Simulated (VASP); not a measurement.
Input for VASP

**INCAR**
```
NELM=100
ZAB_VDW=-1.8867
LCHARG=.TRUE.
LWAVE=.FALSE.
LMAXMIX=4   ! l cut-off of mixed one-centre charges
LUSE_VDW=.TRUE.
PREC=Accurate
AGGAC=0.0
LREAL=.FALSE.   ! projection in real space or not
MAGMOM=2*1.6
SYSTEM=Co
ENCUT=520   ! plane-wave cut-off (eV)
EDIFF=1E-7
ISPIN=2   ! spin-polarised
LASPH=.TRUE.   ! aspherical one-centre terms
GGA=ML
ISIF=2
ISMEAR=-5   ! tetrahedra, Bloechl
LORBIT=11   ! lm-projected
ALGO=Normal   ! blocked Davidson
NEDOS=601   ! DOS grid
```

### KPOINTS
```
Automatic
0
G
 18 18 10
```

### POSCAR
```
Co
1
    1.2739065507    -2.2064711171     0.0000000000
    1.2739065507     2.2064711171     0.0000000000
    0.0000000000     0.0000000000     4.1121832472
Co
2
Direct
  0.3333330000   0.6666670000   0.2500000000
  0.6666670000   0.3333330000   0.7500000000
```

POTCAR, in this order: Co (PBE.64 set). Program: vasp_std.

Q: Translate this vdW-DF2 calculation to Quantum ESPRESSO's pw.x.

A: One equivalent input (not run):
```
&CONTROL
  calculation = 'scf'
  pseudo_dir = './pseudo'
  outdir = './out'
  tprnfor = .true.
  tstress = .true.
/
&SYSTEM
  ibrav = 0
  nat = 2
  ntyp = 1
  ecutwfc = 96
  occupations = 'tetrahedra'
  input_dft = 'vdw-df2'
  nspin = 2
  starting_magnetization(1) = 0.16
/
&ELECTRONS
  conv_thr = 7.3e-09
  electron_maxstep = 100
/
ATOMIC_SPECIES
  Co 58.933 Co.upf
CELL_PARAMETERS angstrom
     1.2739066   -2.2064711    0.0000000
     1.2739066    2.2064711    0.0000000
     0.0000000    0.0000000    4.1121832
ATOMIC_POSITIONS crystal
  Co   0.3333330  0.6666670  0.2500000
  Co   0.6666670  0.3333330  0.7500000
K_POINTS automatic
  18 18 10 0 0 0
```
What does not carry over: the potentials are each code's own (VASP's PAW set, PseudoDojo norm-conserving files in pw.x), so ENCUT and ecutwfc are chosen apart and not converted; conv_thr bounds pw.x's estimated SCF error, while EDIFF bounds the energy change between steps; starting_magnetization is a fraction of the valence charge and MAGMOM a moment in μB, so they match only roughly.

The compound is Co in the hcp structure. It was relaxed first.
